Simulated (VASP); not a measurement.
An input for Quantum ESPRESSO's pw.x (written as the equivalent of a VASP run, and not itself run):

```
&CONTROL
  calculation = 'scf'
  pseudo_dir = './pseudo'
  outdir = './out'
  tprnfor = .true.
  tstress = .true.
/
&SYSTEM
  ibrav = 0
  nat = 6
  ntyp = 2
  ecutwfc = 84
  occupations = 'tetrahedra'
  input_dft = 'pz'
/
&ELECTRONS
  conv_thr = 7.3e-09
  electron_maxstep = 100
/
ATOMIC_SPECIES
  Ti 47.867 Ti.upf
  Si 28.085 Si.upf
CELL_PARAMETERS angstrom
     0.0000000    4.0655213    4.2168376
     2.3636945    0.0000000    4.2168376
     2.3636945    4.0655213    0.0000000
ATOMIC_POSITIONS crystal
  Ti   0.5000000  0.5000000  0.5000000
  Ti   0.7500000  0.7500000  0.7500000
  Si   0.8355429  0.1644571  0.8355429
  Si   0.1644571  0.8355429  0.1644571
  Si   0.4144571  0.0855429  0.4144571
  Si   0.0855429  0.4144571  0.0855429
K_POINTS automatic
  9 9 9 0 0 0
```

Question: Translate this input to VASP (INCAR, KPOINTS, POSCAR, choice of POTCAR).

Answer: Several could match; the one computed here: 
**POSCAR**
```
TiSi2
8.4336750
  0.0000000000   0.4820580956   0.5000000152
  0.2802686204   0.0000000000   0.5000000152
  0.2802686204   0.4820580956   0.0000000000
Ti Si
2 4
Direct
  0.5000000000   0.5000000000   0.5000000000
  0.7500000000   0.7500000000   0.7500000000
  0.8355429453   0.1644570547   0.8355429453
  0.1644570547   0.8355429453   0.1644570547
  0.4144570547   0.0855429453   0.4144570547
  0.0855429453   0.4144570547   0.0855429453
```

### KPOINTS
```
kpoints
0
Gamma
9 9 9
```

INCAR:
```
NELM=100   ! most electronic steps
ISMEAR=-5   ! tetrahedra, Bloechl
PREC=Accurate
NEDOS=601
ALGO=Normal
LMAXMIX=4   ! l cut-off of mixed one-centre charges
ISIF=2
EDIFF=1E-7   ! SCF stop (eV)
ENCUT=400   ! plane-wave cut-off (eV)
LCHARG=.True.
LWAVE=.False.
LASPH=.True.   ! aspherical one-centre terms
LREAL=.False.   ! projection in real space or not
LORBIT=11   ! lm-projected
SYSTEM=TiSi2
```

POTCAR, in this order: Ti_sv Si (LDA.64 set). Program: vasp_std.

The two are equivalent in intent, not identical: the potentials are each code's own (VASP's PAW set, PseudoDojo norm-conserving files in pw.x), so ENCUT and ecutwfc are chosen apart and not converted; conv_thr bounds pw.x's estimated SCF error, while EDIFF bounds the energy change between steps.

The structure comes from a computed database's TiSi2 entry (Fddd); how it stands against other phases isn't given here. It was relaxed first.
